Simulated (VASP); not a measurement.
Output of a VASP run:

File OSZICAR:
```
...
RMM:   2    -0.335668828034E+03   -0.62309E-04   -0.66527E-04   665   0.488E-02    0.152E-02
RMM:   3    -0.335668834022E+03   -0.59876E-05   -0.96674E-05   560   0.207E-02    0.104E-02
RMM:   4    -0.335668833136E+03    0.88554E-06   -0.12523E-05   397   0.841E-03
  50 F= -.33566883E+03 E0= -.33566828E+03  d E =-.211247E-02  mag=     1.0000
       N       E                     dE             d eps       ncg     rms          rms(c)
DAV:   1    -0.335669262540E+03   -0.42852E-03   -0.43511E-02   652   0.411E-01    0.673E-02
RMM:   2    -0.335669435450E+03   -0.17291E-03   -0.18367E-03   664   0.833E-02    0.254E-02
RMM:   3    -0.335669450938E+03   -0.15488E-04   -0.25444E-04   686   0.355E-02    0.164E-02
RMM:   4    -0.335669450253E+03    0.68547E-06   -0.37687E-05   452   0.149E-02
  51 F= -.33566945E+03 E0= -.33566891E+03  d E =-.617117E-03  mag=     1.0000
       N       E                     dE             d eps       ncg     rms          rms(c)
DAV:   1    -0.335669489633E+03   -0.38695E-04   -0.22711E-02   648   0.297E-01    0.481E-02
RMM:   2    -0.335669578728E+03   -0.89094E-04   -0.94194E-04   664   0.600E-02    0.191E-02
RMM:   3    -0.335669587103E+03   -0.83757E-05   -0.13560E-04   671   0.257E-02    0.128E-02
RMM:   4    -0.335669586596E+03    0.50698E-06   -0.18550E-05   402   0.107E-02
  52 F= -.33566959E+03 E0= -.33566905E+03  d E =-.753460E-03  mag=     1.0000
       N       E                     dE             d eps       ncg     rms          rms(c)
DAV:   1    -0.335669561243E+03    0.25860E-04   -0.98602E-02   672   0.592E-01    0.127E-01
RMM:   2    -0.335669944688E+03   -0.38344E-03   -0.42833E-03   671   0.112E-01    0.382E-02
RMM:   3    -0.335669964495E+03   -0.19808E-04   -0.61846E-04   719   0.472E-02    0.227E-02
RMM:   4    -0.335669958862E+03    0.56336E-05   -0.75026E-05   512   0.183E-02
  53 F= -.33566996E+03 E0= -.33566945E+03  d E =-.372265E-03  mag=     1.0000
       N       E                     dE             d eps       ncg     rms          rms(c)
DAV:   1    -0.335669957730E+03    0.67649E-05   -0.36446E-04   768   0.365E-02    0.727E-03
RMM:   2    -0.335669959089E+03   -0.13585E-05   -0.14478E-05   378   0.691E-03    0.467E-03
RMM:   3    -0.335669959083E+03    0.60390E-08   -0.17506E-06   221   0.273E-03    0.317E-03
RMM:   4    -0.335669959035E+03    0.48130E-07   -0.34789E-07   114   0.181E-03
  54 F= -.33566996E+03 E0= -.33566945E+03  d E =-.372438E-03  mag=     1.0000
       N       E                     dE             d eps       ncg     rms          rms(c)
DAV:   1    -0.335670122494E+03   -0.16341E-03   -0.42767E-02   664   0.402E-01    0.684E-02
RMM:   2    -0.335670279665E+03   -0.15717E-03   -0.16994E-03   672   0.762E-02    0.235E-02
RMM:   3    -0.335670291687E+03   -0.12023E-04   -0.25076E-04   705   0.320E-02    0.155E-02
RMM:   4    -0.335670289366E+03    0.23219E-05   -0.32241E-05   431   0.127E-02
  55 F= -.33567029E+03 E0= -.33566980E+03  d E =-.330331E-03  mag=     1.0000
       N       E                     dE             d eps       ncg     rms          rms(c)
DAV:   1    -0.335670203714E+03    0.87973E-04   -0.47099E-02   664   0.421E-01    0.709E-02
RMM:   2    -0.335670373375E+03   -0.16966E-03   -0.18284E-03   674   0.796E-02    0.253E-02
RMM:   3    -0.335670387065E+03   -0.13690E-04   -0.27556E-04   712   0.335E-02    0.171E-02
RMM:   4    -0.335670384830E+03    0.22342E-05   -0.35031E-05   444   0.133E-02
  56 F= -.33567038E+03 E0= -.33566991E+03  d E =-.425796E-03  mag=     1.0000
```

### OUTCAR
```
------------------------ aborting loop because EDIFF is reached ----------------------------------------
  FORCE on cell =-STRESS in cart. coord.  units (eV):
  Direction    XX          YY          ZZ          XY          YZ          ZX
  --------------------------------------------------------------------------------------
  Total        7.0763266      7.0963985     15.0372757      4.6652287     -0.0511605      0.0258589
  in kB        8.6659248      8.6905055     18.4151903      5.7132073     -0.0626530      0.0316677
  external PRESSURE =      11.9238735 kB  Pullay stress =       0.0000000 kB
  volume of cell :     1308.29
      direct lattice vectors                 reciprocal lattice vectors
    10.937074700  0.000000000  0.000000000     0.091432127  0.000000000  0.000000000
     0.000000000 10.937074700  0.000000000     0.000000000  0.091432127  0.000000000
     0.000000000  0.000000000 10.937074700     0.000000000  0.000000000  0.091432127
 POSITION                                       TOTAL-FORCE (eV/Angst)
 -----------------------------------------------------------------------------------
      5.46982     10.93372      0.04442        -0.004922     -0.003864     -0.007203
      6.84288      1.37941      1.40078        -0.004375      0.004075      0.002039
      8.20033      2.74024      0.01627        -0.008632      0.004704     -0.004526
      9.55504      4.09677      1.40824         0.004375      0.006079     -0.009558
      8.20622      0.01508      2.76763        -0.007205     -0.002933      0.007679
      9.50944      1.42448      4.14826         0.009112      0.004075     -0.006107
     10.93545     10.93554      0.01308         0.004408     -0.003493     -0.003277
      1.35514      1.35474      1.40113         0.005069      0.006185     -0.004387
      2.70279      2.70098     10.91404        -0.002450     -0.004785     -0.003896
      4.07147      4.06903      1.33020        -0.000680      0.008563     -0.007849
      5.46650      5.46406      0.00081        -0.002561     -0.001850      0.002284
      6.86116      6.85982      1.33006         0.008058      0.003020     -0.007314
      8.22987      8.22841     10.91326        -0.003754     -0.002185      0.002869
      9.57808      9.57725      1.39778         0.003934     -0.005362      0.000504
      2.73256     10.92059      2.77103        -0.003138     -0.003160      0.008541
      4.10044      1.37224      4.11837        -0.008202     -0.001025     -0.006728
      5.43750      2.74630      2.73283        -0.013625     -0.019949     -0.000755
      6.62551      4.30483      4.03144         0.001789      0.014751      0.000063
      8.18575      5.50148      2.73828         0.000270     -0.006235      0.003836
      9.56424      6.83928      4.11803         0.008410      0.000813     -0.009438
      5.46731     10.93375      5.47678        -0.000976     -0.004071      0.012009
      6.81468      1.40030      6.83648        -0.002861     -0.007702      0.010179
      8.05212      2.87716      5.44449        -0.000737      0.001417      0.000924
      9.52941      4.11604      6.83482         0.014028      0.009304      0.003259
      8.19201      0.01938      8.20117        -0.000387     -0.005654     -0.003389
      9.56528      1.37005      9.58208         0.006531      0.002521     -0.004164
     10.93436      5.46717      0.04399         0.010158     -0.009526     -0.007684
      1.38146      6.84009      1.40064        -0.001004     -0.000458     -0.004071
      2.74191      8.19925      0.01512         0.001318     -0.009403      0.006138
      4.09883      9.55487      1.40753        -0.004285      0.000633     -0.009882
     10.92086      2.73156      2.77182         0.002636     -0.004574      0.005053
      1.37391      4.09823      4.11842        -0.007699     -0.004026      0.001995
      2.74763      5.43457      2.73325        -0.010087     -0.002314     -0.006324
      4.30725      6.62412      4.03085        -0.007494      0.019935     -0.005920
      5.50344      8.18572      2.73732        -0.008552     -0.000842      0.007208
      6.84133      9.56430      4.11744        -0.002621     -0.001276     -0.000458
      0.00008     10.93606      5.48449         0.000966     -0.002526      0.000618
      1.37240      1.37088      6.85493        -0.006010      0.000053      0.004382
      2.74565      2.74367      5.48954         0.002035      0.001125      0.002025
      4.06455      4.06199      6.93036         0.006477      0.011684     -0.005194
      6.86859      6.86675      6.91246        -0.012464     -0.011163      0.010579
      8.19566      8.19461      5.48837        -0.000877      0.000914      0.010104
      9.56635      9.56585      6.85781         0.001496     -0.000198     -0.002299
      2.74340     10.91464      8.19937        -0.000648      0.000270     -0.006985
      4.09949      1.33054      9.58746        -0.002494      0.008594      0.000039
      5.45019      2.72501      8.24143        -0.000454     -0.002532     -0.006241
      6.83419      4.10273      9.58085         0.001386      0.002185      0.003356
      8.20453      5.48720      8.23317         0.000471     -0.004145      0.008069
      9.59840      6.83369      9.58473         0.010146      0.007767      0.000582
      0.01608      8.20381      2.76746         0.000609     -0.006087      0.009326
      1.42557      9.50867      4.14757         0.006668      0.001837     -0.004123
     10.93411      5.46596      5.47669         0.005107     -0.006319      0.013841
      1.40114      6.81321      6.83708        -0.005287      0.008301      0.002471
      2.87945      8.05147      5.44487        -0.005412     -0.001200     -0.001481
      4.11799      9.52940      6.83547         0.005797      0.003635      0.004610
     10.91461      2.74167      8.19859         0.008067     -0.005164     -0.005506
...
```
(Selected blocks of OUTCAR.)

### POSCAR
```
OSi63
1
   10.9370747004     0.0000000000     0.0000000000
    0.0000000000    10.9370747004     0.0000000000
   -0.0000000000    -0.0000000000    10.9370747004
Si O
63 1
Direct
  0.5000000000   0.0000000000   0.0000000000
  0.6250000000   0.1250000000   0.1250000000
  0.7500000000   0.2500000000   0.0000000000
  0.8750000000   0.3750000000   0.1250000000
  0.7500000000   0.0000000000   0.2500000000
  0.8750000000   0.1250000000   0.3750000000
  0.0000000000   0.0000000000   0.0000000000
  0.1250000000   0.1250000000   0.1250000000
  0.2500000000   0.2500000000   0.0000000000
  0.3750000000   0.3750000000   0.1250000000
  0.5000000000   0.5000000000   0.0000000000
  0.6250000000   0.6250000000   0.1250000000
  0.7500000000   0.7500000000   0.0000000000
  0.8750000000   0.8750000000   0.1250000000
  0.2500000000   0.0000000000   0.2500000000
  0.3750000000   0.1250000000   0.3750000000
  0.5000000000   0.2500000000   0.2500000000
  0.6205650000   0.3716820000   0.3763380000
  0.7500000000   0.5000000000   0.2500000000
  0.8750000000   0.6250000000   0.3750000000
  0.5000000000   0.0000000000   0.5000000000
  0.6250000000   0.1250000000   0.6250000000
  0.7500000000   0.2500000000   0.5000000000
  0.8750000000   0.3750000000   0.6250000000
  0.7500000000   0.0000000000   0.7500000000
  0.8750000000   0.1250000000   0.8750000000
  0.0000000000   0.5000000000   0.0000000000
  0.1250000000   0.6250000000   0.1250000000
  0.2500000000   0.7500000000   0.0000000000
  0.3750000000   0.8750000000   0.1250000000
  0.0000000000   0.2500000000   0.2500000000
  0.1250000000   0.3750000000   0.3750000000
  0.2500000000   0.5000000000   0.2500000000
  0.3707220000   0.6222230000   0.3728170000
  0.5000000000   0.7500000000   0.2500000000
  0.6250000000   0.8750000000   0.3750000000
  0.0000000000   0.0000000000   0.5000000000
  0.1250000000   0.1250000000   0.6250000000
  0.2500000000   0.2500000000   0.5000000000
  0.3782640000   0.3704940000   0.6215440000
  0.6276300000   0.6222560000   0.6244680000
  0.7500000000   0.7500000000   0.5000000000
  0.8750000000   0.8750000000   0.6250000000
  0.2500000000   0.0000000000   0.7500000000
  0.3750000000   0.1250000000   0.8750000000
  0.5000000000   0.2500000000   0.7500000000
  0.6250000000   0.3750000000   0.8750000000
  0.7500000000   0.5000000000   0.7500000000
  0.8750000000   0.6250000000   0.8750000000
  0.0000000000   0.7500000000   0.2500000000
  0.1250000000   0.8750000000   0.3750000000
  0.0000000000   0.5000000000   0.5000000000
  0.1250000000   0.6250000000   0.6250000000
  0.2500000000   0.7500000000   0.5000000000
  0.3750000000   0.8750000000   0.6250000000
  0.0000000000   0.2500000000   0.7500000000
  0.1250000000   0.3750000000   0.8750000000
  0.2500000000   0.5000000000   0.7500000000
  0.3750000000   0.6250000000   0.8750000000
  0.5000000000   0.7500000000   0.7500000000
  0.6250000000   0.8750000000   0.8750000000
  0.0000000000   0.7500000000   0.7500000000
  0.1250000000   0.8750000000   0.8750000000
  0.4980750000   0.5003670000   0.4964480000
```

**Question.** Write an INCAR and KPOINTS that could have produced this output.

**Answer.** This is not unique; one that fits is the input of the run itself, PBE GGA, plane waves, VASP's PBE PAW potentials (set 64).

### INCAR
```
SYSTEM = OSi63
PREC = Normal
ENCUT = 400
EDIFF = 1E-5
NELM = 100
ALGO = Fast
LREAL = Auto
LASPH = .TRUE.
ISMEAR = 0
SIGMA = 0.05
GGA = PE
LWAVE = .TRUE.
LCHARG = .FALSE.
NELMIN = 4
ISYM = 0
NELECT = 259.0
ISPIN = 2
NUPDOWN = 1
MAGMOM = 64*0.0156
LORBIT = 10
IBRION = 2
ISIF = 2
NSW = 60
EDIFFG = -0.03
```

File KPOINTS:
```
K-points
0
G
 1 1 1
0 0 0
```

POTCAR, in this order: Si O (PBE.64 set). Program: vasp_gam.

At this cut-off the stress carries a Pulay error, which pulls relaxed volumes low. The cell is charged, with a uniform compensating background. The supercell is sampled at Γ alone, which is coarse: total energies, pressure and levels can be off, energies of defects by several tenths of an eV.

The cell is a supercell with a defect, built from Si (diamond): O_Si, charge -1.
